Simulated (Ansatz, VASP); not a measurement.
One calculation of PIr, two programs

The input INCAR:

```
ALGO = Normal
EDIFF = 1E-7
ENCUT = 520
GGA = PE
ISIF = 2
ISMEAR = 0
LASPH = T
LCHARG = F
LREAL = F
LWAVE = F
NBANDS = 14
NELM = 100
PREC = Accurate
SIGMA = 0.05
```

KPOINTS

```
k-points
0
Gamma
  18 18 18
```

Contents of POSCAR:

```
PIr
1.0
    0.0000000000      2.6258420330      2.6258420330
    2.6258420330      0.0000000000      2.6258420330
    2.6258420330      2.6258420330      0.0000000000
Ir P
1 1
Direct
    0.0000000000      0.0000000000      0.0000000000
    0.2500000000      0.2500000000      0.2500000000
```

Input for Ansatz:

```yaml
crystal:
  lattice:
    - [0.0, 2.625842033, 2.625842033]
    - [2.625842033, 0.0, 2.625842033]
    - [2.625842033, 2.625842033, 0.0]
  atoms:
    - { symbol: Ir, position: [0.0, 0.0, 0.0] }
    - { symbol: P, position: [0.25, 0.25, 0.25] }
basis:
  ecutwfc: 420
  ecutrho_ratio: 4
kpoints:
  mp_grid: { grid: [18, 18, 18] }
hamiltonian:
  xc: pbe
scf:
  occupations: { method: gaussian, width: 0.05 }
  n_extra_bands: 2
output:
  forces: true
  stress: true
```

The cell comes from a database or a generator and needn't be the stable form of this composition.

Alike in both runs: task single point; functional PBE; k mesh 18 × 18 × 18; occupations gaussian, width 0.05 eV; no spin polarisation.

|  | VASP | Ansatz |
| --- | --- | --- |
| version | VASP 6.6.1 | Ansatz 0.2.0 |
| potentials or method | VASP PAW PBE potentials, release 64 (Ir, P) | scalar-relativistic, plane waves, PAW |
| plane-wave cutoff (eV) | 520 | 420 |
| valence electrons in the cell | 14 | 22 |

Ansatz gave:

| Property | Result |
| --- | --- |
| gap on the k mesh at the Fermi level (eV) | none |
| pressure (GPa) | 0.1 |

Estimate VASP's values.

gap on the k mesh at the Fermi level (eV): none; pressure (GPa): 0.5.

A gap of «none» marks a metal or a gap that the smearing closes. The two sets of potentials don't hold the same shells in valence.

Spin-orbit coupling is left out, which matters for the levels of Ir.
